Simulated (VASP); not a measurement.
# GaN: which input changes matter, part 2 of 3

Aim: change the input of a sound run on GaN piece by piece and see what each change does. All runs use LDA. The start is a cell from a database of measured crystal structures.

VASP 6.6.1; LDA; plane waves and PAW (Ga_d, N).

So far. Step 2 (Reference run): The pressure is -6.77 GPa and the largest force 0.053 eV/Å, so the cell is not at a minimum at these settings. Step 3 (A single point (LDA) with a changed input): Against the reference run the energy at zero smearing moves by -0.11 meV an atom and the pressure by -0.00 GPa.

The database entry behind the starting cell differs from later determinations by our own check (thin film, about 0.3 % long), so it need not match the best structure at ambient conditions.

### 4. Self-consistent run (LDA) with a changed input

This run is made with a changed input; what comes of it follows.

INCAR reads:

```
SYSTEM = GaN
PREC = Accurate
ENCUT = 520
EDIFF = 1E-06
NELM = 84
ISMEAR = -1
SIGMA = 0.05
LREAL = .FALSE.
ALGO = Normal
GGA = CA
NBANDS = 24
LORBIT = 11
LWAVE = .FALSE.
LCHARG = .FALSE.
KPAR = 4
ISIF = 2
IVDW = 5
```

POSCAR reads:

```
GaN
1.0
    3.1972000000      0.0000000000      0.0000000000
   -1.5986000000      2.7688564210      0.0000000000
    0.0000000000      0.0000000000      5.2070000000
Ga N
2 2
Direct
    0.6666666667      0.3333333333      0.5912000000
    0.3333333333      0.6666666667      0.0912000000
    0.6666666667      0.3333333333      0.9688000000
    0.3333333333      0.6666666667      0.4688000000
```

KPOINTS reads:

```
Automatic mesh
0
Gamma
8 8 5
0 0 0
```

PAW data sets: Ga_d and N (LDA family, release 64).

On the command line:

```bash
$ mpirun -np 4 vasp_std
```

The log of the run:

```text
[... set-up lines as in an earlier step ...]
 entering main loop
       N       E                     dE             d eps       ncg     rms          rms(c)
[... 1 cycle as in an earlier step ...]
DAV:   2    -0.165701590986E+01   -0.26207E+03   -0.24975E+03  1632   0.498E+02
DAV:   3    -0.310982762134E+02   -0.29441E+02   -0.29209E+02  1720   0.137E+02
[... 1 cycle as in an earlier step ...]
DAV:   5    -0.318824980493E+02   -0.15870E-01   -0.15863E-01  1736   0.315E+00    0.106E+01
DAV:   6    -0.279056869983E+02    0.39768E+01   -0.12909E+01  2504   0.533E+01    0.316E+00
DAV:   7    -0.279348935752E+02   -0.29207E-01   -0.12862E+00  1552   0.900E+00    0.256E+00
DAV:   8    -0.278980782579E+02    0.36815E-01   -0.29783E-01  2416   0.588E+00    0.118E+00
DAV:   9    -0.278744680479E+02    0.23610E-01   -0.82887E-02  2368   0.443E+00    0.367E-01
DAV:  10    -0.278752000834E+02   -0.73204E-03   -0.62971E-03  1576   0.602E-01    0.152E-01
[... 1 cycle as in an earlier step ...]
DAV:  12    -0.278749915453E+02   -0.15656E-04   -0.15233E-04  1536   0.814E-02    0.738E-02
DAV:  13    -0.278749954324E+02   -0.38871E-05   -0.26006E-06  1784   0.128E-02    0.836E-02
DAV:  14    -0.278749890722E+02    0.63602E-05   -0.95767E-07   944   0.181E-02    0.736E-02
DAV:  15    -0.278749831458E+02    0.59264E-05   -0.29266E-06  1368   0.134E-02    0.651E-02
DAV:  16    -0.278749756400E+02    0.75057E-05   -0.44832E-06  1624   0.182E-02    0.460E-02
DAV:  17    -0.278749690394E+02    0.66006E-05   -0.80257E-06  1816   0.298E-02    0.231E-02
DAV:  18    -0.278749675606E+02    0.14788E-05   -0.61905E-06  1840   0.189E-02    0.737E-03
DAV:  19    -0.278749673761E+02    0.18449E-06   -0.41142E-07   808   0.728E-03
   1 F= -.27874967E+02 E0= -.27874967E+02  d E =-.198963E-09
```

Elapsed: 4.4 s, on 4 MPI ranks of Intel Xeon 6975P-C (Granite Rapids), shared host; peak memory 0.57 GiB; 16 s of CPU time.

From OUTCAR (step 4):

```text
 Found     30 irreducible k-points:

   NELECT =      36.0000    total number of electrons

 E-fermi :   5.9130

  Total       -1.9323864     -1.9323864     -1.9791590      0.0000000     -0.0000000     -0.0000000
  in kB      -67.1655759    -67.1655759    -68.7912910      0.0000000     -0.0000000     -0.0000000
  external PRESSURE =     -67.7074809 kB  Pullay stress =       0.0000000 kB

 POSITION                                       TOTAL-FORCE (eV/Angst)
 -----------------------------------------------------------------------------------
      1.59860      0.92295      3.07838         0.000000      0.000000      0.052683
     -0.00000      1.84590      0.47488        -0.000000     -0.000000      0.052683
      1.59860      0.92295      5.04454         0.000000      0.000000     -0.052683
     -0.00000      1.84590      2.44104        -0.000000     -0.000000     -0.052683
 -----------------------------------------------------------------------------------
    total drift:                               -0.000001     -0.000001      0.002098

  FREE ENERGIE OF THE ION-ELECTRON SYSTEM (eV)
  ---------------------------------------------------
  free  energy   TOTEN  =       -27.8749673761 eV

  energy  without entropy=      -27.8749673759  energy(sigma->0) =      -27.87496738

[... 17 parts as in an earlier step ...]
```

The run converged, and its energy and pressure stay near those of the sound run.

Energy and pressure equal those of the sound run on this cell, within 0.05 meV an atom and 0.01 GPa.

Settings moved from the usual: NELM = 84 and IVDW = 5.

### 5. Total energy, forces and stress (LDA) with a changed input

A single point gives energy, forces and stress at these settings. Some settings are moved from the usual, to see what they do.

INCAR reads:

```
SYSTEM = GaN
PREC = Low
ENCUT = 520
EDIFF = 1E-08
NELM = 100
ISMEAR = -1
SIGMA = 0.05
LREAL = .FALSE.
ALGO = Normal
GGA = CA
NBANDS = 24
LORBIT = 11
LWAVE = .FALSE.
LCHARG = .FALSE.
KPAR = 4
ISIF = 2
```

POSCAR is that of step 4.

KPOINTS is that of step 4.

On the command line:

```bash
$ mpirun -np 4 vasp_std
```

The log of the run:

```text
[... set-up lines as in an earlier step ...]
 entering main loop
       N       E                     dE             d eps       ncg     rms          rms(c)
DAV:   1     0.260417877920E+03    0.26042E+03   -0.18305E+04  1616   0.279E+03
DAV:   2    -0.165582355878E+01   -0.26207E+03   -0.24975E+03  1632   0.498E+02
DAV:   3    -0.310971812599E+02   -0.29441E+02   -0.29209E+02  1720   0.137E+02
DAV:   4    -0.318655369230E+02   -0.76836E+00   -0.76767E+00  1776   0.249E+01
DAV:   5    -0.318814074899E+02   -0.15871E-01   -0.15864E-01  1736   0.315E+00    0.106E+01
DAV:   6    -0.279049979001E+02    0.39764E+01   -0.12908E+01  2504   0.533E+01    0.316E+00
DAV:   7    -0.279342173137E+02   -0.29219E-01   -0.12861E+00  1552   0.900E+00    0.256E+00
DAV:   8    -0.278974232469E+02    0.36794E-01   -0.29782E-01  2416   0.588E+00    0.118E+00
DAV:   9    -0.278738081924E+02    0.23615E-01   -0.82903E-02  2368   0.443E+00    0.367E-01
DAV:  10    -0.278745409129E+02   -0.73272E-03   -0.62971E-03  1576   0.602E-01    0.152E-01
DAV:  11    -0.278743161215E+02    0.22479E-03   -0.14674E-03  2192   0.704E-01    0.608E-02
DAV:  12    -0.278743317881E+02   -0.15667E-04   -0.15267E-04  1536   0.815E-02    0.738E-02
DAV:  13    -0.278743358861E+02   -0.40980E-05   -0.29039E-06  2312   0.129E-02    0.840E-02
DAV:  14    -0.278743292459E+02    0.66402E-05   -0.14803E-06  2216   0.176E-02    0.733E-02
DAV:  15    -0.278743243975E+02    0.48483E-05   -0.13682E-06  2384   0.105E-02    0.659E-02
DAV:  16    -0.278743146554E+02    0.97422E-05   -0.71088E-06  2408   0.282E-02    0.433E-02
DAV:  17    -0.278743089288E+02    0.57266E-05   -0.96197E-06  2472   0.318E-02    0.184E-02
DAV:  18    -0.278743079196E+02    0.10092E-05   -0.19125E-06  2344   0.129E-02    0.980E-03
DAV:  19    -0.278743076036E+02    0.31596E-06   -0.78973E-07  2328   0.840E-03    0.331E-03
DAV:  20    -0.278743075676E+02    0.36009E-07   -0.23448E-07  2304   0.446E-03    0.722E-04
DAV:  21    -0.278743075750E+02   -0.73496E-08   -0.29456E-08  1264   0.123E-03
   1 F= -.27874308E+02 E0= -.27874308E+02  d E =-.184758E-09
```

Elapsed: 4 s, on 4 MPI ranks; peak memory 0.47 GiB.

OUTCAR, selected parts (step 5):

```text
   NELECT =      36.0000    total number of electrons

 E-fermi :   5.9533

 k-point     1 :       0.0000    0.0000    0.0000
  band No.  band energies     occupation
    ...
     14       3.9371      2.00000
     15       3.9371      2.00000
     16       4.9409      2.00000
     17       4.9659      2.00000
     18       4.9660      2.00000
     19       6.8391      0.00000
     20       9.0602      0.00000
     21      13.9613      0.00000
     22      14.6261      0.00000
     23      14.6261      0.00000
    ...

  Total       -1.8861178     -1.8861178     -1.9913760      0.0000000      0.0000000      0.0000000
  in kB      -65.5573782    -65.5573782    -69.2159249      0.0000000      0.0000000      0.0000000
  external PRESSURE =     -66.7768938 kB  Pullay stress =       0.0000000 kB

 POSITION                                       TOTAL-FORCE (eV/Angst)
 -----------------------------------------------------------------------------------
      1.59860      0.92295      3.07838        -0.000000      0.000000      0.027141
     -0.00000      1.84590      0.47488         0.000000      0.000000      0.027141
      1.59860      0.92295      5.04454        -0.000000      0.000000     -0.027141
     -0.00000      1.84590      2.44104         0.000000     -0.000000     -0.027141
 -----------------------------------------------------------------------------------
    total drift:                               -0.000359     -0.000621     -0.075073

  FREE ENERGIE OF THE ION-ELECTRON SYSTEM (eV)
  ---------------------------------------------------
  free  energy   TOTEN  =       -27.8743075750 eV

  energy  without entropy=      -27.8743075748  energy(sigma->0) =      -27.87430757

[... 9 parts as in an earlier step ...]

[... 8 further parts left out ...]
```

The run converged, and its energy and pressure stay near those of the sound run.

Against the sound run on this cell (reference run) the energy at zero smearing moves by +0.2 meV an atom and the pressure by +0.09 GPa.

Settings moved from the usual: EDIFF = 1e-08 and PREC = Low.

PREC = Low changes the FFT grids.

### 6. Full relaxation (LDA) with a changed input

The start need not lie at this functional's minimum. ISIF = 6 frees shape and volume, with the atoms held, and EDIFFG sets the threshold on forces and stress at which the search stops. Some settings are moved from the usual, to see what they do.

INCAR reads:

```
SYSTEM = GaN
PREC = Accurate
ENCUT = 520
EDIFF = 1E-06
NELM = 100
ISMEAR = -1
SIGMA = 0.05
LREAL = .FALSE.
ALGO = Normal
GGA = CA
NBANDS = 24
LORBIT = 11
LWAVE = .FALSE.
LCHARG = .FALSE.
KPAR = 4
IBRION = 2
NSW = 60
ISIF = 6
EDIFFG = -0.01
NELMDL = -12
```

POSCAR is that of step 5.

KPOINTS is that of step 5.

On the command line:

```bash
$ mpirun -np 4 vasp_std
```

The log of the run:

```text
[... set-up lines as in an earlier step ...]
 entering main loop
       N       E                     dE             d eps       ncg     rms          rms(c)
[... 4 cycles as in an earlier step ...]
DAV:   5    -0.318824980493E+02   -0.15870E-01   -0.15863E-01  1736   0.315E+00
DAV:   6    -0.318833919777E+02   -0.89393E-03   -0.89392E-03  2064   0.642E-01
DAV:   7    -0.318833977112E+02   -0.57335E-05   -0.57335E-05  1776   0.462E-02
DAV:   8    -0.318833978480E+02   -0.13683E-06   -0.13690E-06  1448   0.744E-03
[...]
DAV:  26    -0.278749702629E+02    0.29539E-05   -0.43172E-06  1920   0.206E-02    0.296E-02
DAV:  27    -0.278749679955E+02    0.22674E-05   -0.29782E-06  1512   0.188E-02    0.162E-02
DAV:  28    -0.278749672739E+02    0.72157E-06   -0.24754E-06  1192   0.135E-02
   1 F= -.27874967E+02 E0= -.27874967E+02  d E =-.278750E+02
[... from here on, the cycles between the ionic steps are left out ...]
   2 F= -.27875075E+02 E0= -.27875075E+02  d E =-.108157E-03
   6 F= -.27910867E+02 E0= -.27910867E+02  d E =-.101803E-04
  11 F= -.27910868E+02 E0= -.27910868E+02  d E =-.676292E-06
  16 F= -.27910868E+02 E0= -.27910868E+02  d E =-.749182E-06
  21 F= -.27910868E+02 E0= -.27910868E+02  d E =-.143837E-06
  26 F= -.27910868E+02 E0= -.27910868E+02  d E =-.197906E-08
  31 F= -.27910868E+02 E0= -.27910868E+02  d E =-.416730E-08
  36 F= -.27910864E+02 E0= -.27910864E+02  d E =0.382896E-05
  41 F= -.27910867E+02 E0= -.27910867E+02  d E =-.565142E-07
  46 F= -.27910868E+02 E0= -.27910868E+02  d E =-.837066E-06
  51 F= -.27910868E+02 E0= -.27910868E+02  d E =-.278287E-07
  56 F= -.27910868E+02 E0= -.27910868E+02  d E =-.357513E-07
  59 F= -.27910866E+02 E0= -.27910866E+02  d E =0.129736E-05
  60 F= -.27910867E+02 E0= -.27910867E+02  d E =0.311151E-06
[...]
opt :   3.7516  next Energy=   -27.910868 (dE=-0.827E-07)
```

Run time: 46 s. Hardware: 4 MPI ranks; peak memory 0.64 GiB.

From OUTCAR (step 6):

```text
 k-point     1 :       0.0000    0.0000    0.0000
  band No.  band energies     occupation
    ...
     14       4.2914      2.00000
     15       4.2914      2.00000
     16       5.3427      2.00000
     17       5.3690      2.00000
     18       5.3690      2.00000
     19       7.4894      0.00000
     20       9.6945      0.00000
     21      14.5799      0.00000
     22      15.2291      0.00000
     23      15.2291      0.00000
    ...

  Total       -0.0123632     -0.0123632      0.0279847      0.0000000      0.0000000      0.0000000
  in kB       -0.4455944     -0.4455944      1.0086290      0.0000000      0.0000000      0.0000000
  external PRESSURE =       0.0391468 kB  Pullay stress =       0.0000000 kB

 POSITION                                       TOTAL-FORCE (eV/Angst)
 -----------------------------------------------------------------------------------
      1.57984      0.91212      3.03961         0.000000     -0.000000      0.054103
     -0.00000      1.82424      0.46890         0.000000     -0.000000      0.054103
      1.57984      0.91212      4.98102        -0.000000      0.000000     -0.054103
     -0.00000      1.82424      2.41030        -0.000000      0.000000     -0.054103
 -----------------------------------------------------------------------------------
    total drift:                               -0.000000     -0.000000      0.000780

  FREE ENERGIE OF THE ION-ELECTRON SYSTEM (eV)
  ---------------------------------------------------
  free  energy   TOTEN  =       -27.9108674058 eV

  energy  without entropy=      -27.9108674057  energy(sigma->0) =      -27.91086741

[... 8 parts as in an earlier step ...]

[... 11 further parts left out ...]
[key lines of the parts left out:]
E-fermi :   6.3382
```

CONTCAR:

```
GaN
   1.00000000000000
     3.1596789617044063   -0.0000000000000000   -0.0000000000000000
    -1.5798394808522032    2.7363622486589292    0.0000000000000000
     0.0000000000000000   -0.0000000000000000    5.1414305476705016
  Ga              N
     2     2
Direct
     0.6666666667000030    0.3333333332999970    0.5912000000000006
     0.3333333332999970    0.6666666667000030    0.0912000000000006
     0.6666666667000030    0.3333333332999970    0.9688000000000017
     0.3333333332999970    0.6666666667000030    0.4688000000000017
```

The relaxation used up its NSW steps before forces and stress met EDIFFG.

Settings moved from the usual: ISIF = 6 and NELMDL = -12.

### 7. Relaxing cell and atoms (LDA) with a changed input

This run is made with a changed input; what comes of it follows.

Edit INCAR of step 6 so:

```diff
@@ -4,3 +4,3 @@
 EDIFF = 1E-06
-NELM = 100
+NELM = 81
 ISMEAR = -1
@@ -16,5 +16,4 @@
 IBRION = 2
-NSW = 60
-ISIF = 6
+NSW = 2
+ISIF = 3
 EDIFFG = -0.01
-NELMDL = -12
```

POSCAR is that of step 6.

KPOINTS is that of step 6.

On the command line:

```bash
$ mpirun -np 4 vasp_std
```

The log of the run:

```text
[... set-up lines as in an earlier step ...]
 entering main loop
       N       E                     dE             d eps       ncg     rms          rms(c)
[... 19 cycles as in an earlier step ...]
   1 F= -.27874967E+02 E0= -.27874967E+02  d E =-.278750E+02
[...]
N       E                     dE             d eps       ncg     rms          rms(c)
DAV:   1    -0.293855473435E+02   -0.15106E+01   -0.19920E+01  1768   0.944E+01    0.760E+00
DAV:   2    -0.282053403037E+02    0.11802E+01   -0.28032E+00  1872   0.449E+01    0.342E+00
DAV:   3    -0.279104819913E+02    0.29486E+00   -0.48908E-01  2296   0.134E+01    0.842E-01
DAV:   4    -0.278950539126E+02    0.15428E-01   -0.66203E-02  1568   0.221E+00    0.589E-01
[...]
DAV:   8    -0.278758731443E+02    0.23753E-06   -0.11648E-05  1856   0.662E-02    0.171E-02
DAV:   9    -0.278758692190E+02    0.39253E-05   -0.13052E-05  1904   0.301E-02    0.411E-03
DAV:  10    -0.278758691681E+02    0.50916E-07   -0.63206E-07   832   0.707E-03
   2 F= -.27875869E+02 E0= -.27875869E+02  d E =-.901792E-03
 trial-energy change:   -0.000902  1 .order    0.002236   -0.137850    0.142322
 step:   0.5088(harm=  0.4920)  dis= 0.00129  next Energy=   -27.910451 (dE=-0.355E-01)
```

The job ended after 6.6 s (4 MPI ranks; peak memory 0.61 GiB).

Parts of OUTCAR (step 7):

```text
 k-point     1 :       0.0000    0.0000    0.0000
  band No.  band energies     occupation
    ...
     14       4.6528      2.00000
     15       4.6528      2.00000
     16       5.7325      2.00000
     17       5.7808      2.00000
     18       5.7808      2.00000
     19       8.1305      0.00000
     20      10.3452      0.00000
     21      15.1805      0.00000
     22      15.8399      0.00000
     23      15.8399      0.00000
    ...

  Total        1.9706420      1.9706420      2.1150001      0.0000000      0.0000000     -0.0000000
  in kB       73.5589732     73.5589732     78.9474882      0.0000000      0.0000000     -0.0000000
  external PRESSURE =      75.3551449 kB  Pullay stress =       0.0000000 kB

 POSITION                                       TOTAL-FORCE (eV/Angst)
 -----------------------------------------------------------------------------------
      1.56134      0.90144      3.00738        -0.000000     -0.000000      0.001817
     -0.00000      1.80288      0.46602        -0.000000     -0.000000      0.001817
      1.56134      0.90144      4.92165         0.000000      0.000000     -0.001817
     -0.00000      1.80288      2.38029         0.000000      0.000000     -0.001817
 -----------------------------------------------------------------------------------
    total drift:                               -0.000000     -0.000000     -0.001181

  FREE ENERGIE OF THE ION-ELECTRON SYSTEM (eV)
  ---------------------------------------------------
  free  energy   TOTEN  =       -27.8758691681 eV

  energy  without entropy=      -27.8758691680  energy(sigma->0) =      -27.87586917

[... 8 parts as in an earlier step ...]

[... 11 further parts left out ...]
[key lines of the parts left out:]
E-fermi :   6.7634
```

The relaxation used up its NSW steps before forces and stress met EDIFFG.

The fault in the input: too few ionic steps (NSW = "2"). Raise NSW.

(Continued in part 3 of 3.)

[Lines on the potential files, build, host, timing and source positions are cut from VASP's logs without a mark.]

[Logs are printed without paths, hosts, clocks, repeated set-up lines and the standing remarks that a program may print on its own settings, such as how far it seeks lower states.]

[Hosts, paths, dates, database ids (printed as entryN), source tags and the programs' standing remarks are cut or masked in the printed files.]

[A measured line is paired with the nearest computed mode of its activity, which favours agreement.]

[In band tables of VASP the shares of atoms and orbitals are scaled to a sum of 1 inside the atoms' spheres.]
